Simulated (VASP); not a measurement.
All values below come from r2SCAN meta-GGA, VASP's PBE PAW potentials (set 64) (plane waves; VASP 6.6.1).

The input files of a VASP run:

INCAR:
```
SYSTEM = SiC
PREC = Accurate; ENCUT = 520; LREAL = F
LASPH = T
EDIFF = 1E-7; NELM = 100; ALGO = Normal
LMIXTAU = T
ISMEAR = -5
METAGGA = R2SCAN
ISIF = 2
LWAVE = F; LCHARG = F; LORBIT = 11
NEDOS = 601
LEFG = T
```

### POSCAR
```
SiC
3.0743750
  0.5000000639  -0.8660254356   0.0000000000
  0.5000000639   0.8660254356   0.0000000000
  0.0000000000   0.0000000000   1.6416621016
Si C
2 2
Cartesian
  0.5000000639  -0.2886757226   0.8201793566
  0.5000000639   0.2886757226   1.6410104074
  0.5000000639  -0.2886757226   1.4371060331
  0.5000000639   0.2886757226   0.6162749823
```

### KPOINTS
```
Automatic mesh
0
Gamma
9 9 5
0 0 0
```

**KPOINTS_OPT**
```
k-points along high-symmetry lines
6
Line-mode
Reciprocal
  0.000000   0.000000   0.000000 ! GAMMA
  0.000000   0.500000   0.000000 ! M

  0.000000   0.500000   0.000000 ! M
 -0.333333   0.666667   0.000000 ! K

 -0.333333   0.666667   0.000000 ! K
  0.000000   0.000000   0.000000 ! GAMMA

  0.000000   0.000000   0.000000 ! GAMMA
  0.000000   0.000000   0.500000 ! A

  0.000000   0.000000   0.500000 ! A
  0.000000   0.500000   0.500000 ! L

  0.000000   0.500000   0.500000 ! L
 -0.333333   0.666667   0.500000 ! H

 -0.333333   0.666667   0.500000 ! H
  0.000000   0.000000   0.500000 ! A

  0.000000   0.500000   0.500000 ! L
  0.000000   0.500000   0.000000 ! M

 -0.333333   0.666667   0.500000 ! H
 -0.333333   0.666667   0.000000 ! K
```

POTCAR, in this order: Si C (PBE.64 set). Program: vasp_std.

The resulting files:

OSZICAR:
```
       N       E                     dE             d eps       ncg     rms          rms(c)
DAV:   1     0.262411386445E+02    0.26241E+02   -0.76826E+03   864   0.124E+03
DAV:   2    -0.415711137325E+02   -0.67812E+02   -0.63416E+02  1256   0.192E+02
DAV:   3    -0.446179039007E+02   -0.30468E+01   -0.30336E+01  1132   0.409E+01
DAV:   4    -0.446513196625E+02   -0.33416E-01   -0.33392E-01  1068   0.510E+00
DAV:   5    -0.446518762995E+02   -0.55664E-03   -0.55647E-03  1124   0.622E-01    0.130E+01
DAV:   6    -0.390041408074E+02    0.56477E+01   -0.99016E+00  1056   0.212E+01    0.750E+00
DAV:   7    -0.380480691544E+02    0.95607E+00   -0.67435E-01  1016   0.705E+00    0.291E+00
DAV:   8    -0.384841353080E+02   -0.43607E+00   -0.95777E-01  1064   0.816E+00    0.180E+00
DAV:   9    -0.384273091433E+02    0.56826E-01   -0.25241E-01   980   0.505E+00    0.452E-01
DAV:  10    -0.386280702770E+02   -0.20076E+00   -0.74839E-02   904   0.300E+00    0.394E-01
DAV:  11    -0.386303745065E+02   -0.23042E-02   -0.44129E-03  1092   0.679E-01    0.150E-01
DAV:  12    -0.386361522996E+02   -0.57778E-02   -0.45681E-03   944   0.801E-01    0.594E-02
DAV:  13    -0.386374440514E+02   -0.12918E-02   -0.56789E-04   972   0.299E-01    0.573E-02
DAV:  14    -0.386369447290E+02    0.49932E-03   -0.81171E-05  1080   0.108E-01    0.411E-02
DAV:  15    -0.386375972073E+02   -0.65248E-03   -0.36862E-04   920   0.221E-01    0.178E-02
DAV:  16    -0.386375051730E+02    0.92034E-04   -0.11268E-05  1088   0.447E-02    0.111E-02
DAV:  17    -0.386375160341E+02   -0.10861E-04   -0.40575E-07  1032   0.745E-03    0.573E-03
DAV:  18    -0.386375069453E+02    0.90888E-05   -0.22176E-07   728   0.503E-03    0.321E-03
DAV:  19    -0.386375109971E+02   -0.40518E-05   -0.76026E-08   588   0.382E-03    0.266E-03
DAV:  20    -0.386375026162E+02    0.83809E-05   -0.40721E-08   556   0.201E-03    0.923E-04
DAV:  21    -0.386375030190E+02   -0.40281E-06   -0.56357E-09   524   0.719E-04    0.655E-04
DAV:  22    -0.386375034641E+02   -0.44508E-06   -0.56122E-09   520   0.103E-03    0.456E-04
DAV:  23    -0.386375034061E+02    0.58006E-07   -0.82877E-09   524   0.112E-03
   1 F= -.38637503E+02 E0= -.38637503E+02  d E =0.000000E+00
       N       E                     dE             ncg
       N       E                     dE             ncg
```

File OUTCAR:
```
------------------------ aborting loop because EDIFF is reached ----------------------------------------
  FORCE on cell =-STRESS in cart. coord.  units (eV):
  Direction    XX          YY          ZZ          XY          YZ          ZX
  --------------------------------------------------------------------------------------
  Total        0.0052877      0.0052877     -0.0040317      0.0000000      0.0000000      0.0000000
  in kB        0.2050658      0.2050657     -0.1563541      0.0000000      0.0000000      0.0000000
  external PRESSURE =       0.0845925 kB  Pullay stress =       0.0000000 kB
  volume of cell :       41.31
      direct lattice vectors                 reciprocal lattice vectors
     1.537187696 -2.662486949  0.000000000     0.325269322 -0.187794348  0.000000000
     1.537187696  2.662486949  0.000000000     0.325269322  0.187794348  0.000000000
     0.000000000  0.000000000  5.047084924     0.000000000  0.000000000  0.198134174
  FREE ENERGIE OF THE ION-ELECTRON SYSTEM (eV)
  ---------------------------------------------------
  free  energy   TOTEN  =       -38.6375034061 eV

  energy  without entropy=      -38.6375034061  energy(sigma->0) =      -38.63750341

 total charge

# of ion       s       p       d       tot
------------------------------------------
    1        0.703   0.977   0.000   1.679
    2        0.703   0.977   0.000   1.679
    3        0.851   1.718   0.000   2.569
    4        0.851   1.718   0.000   2.569
--------------------------------------------------
tot          3.107   5.389   0.000   8.496
```
(Selected blocks of OUTCAR.)

The compound is SiC in the wurtzite structure, the rare 2H polytype. It was relaxed first.
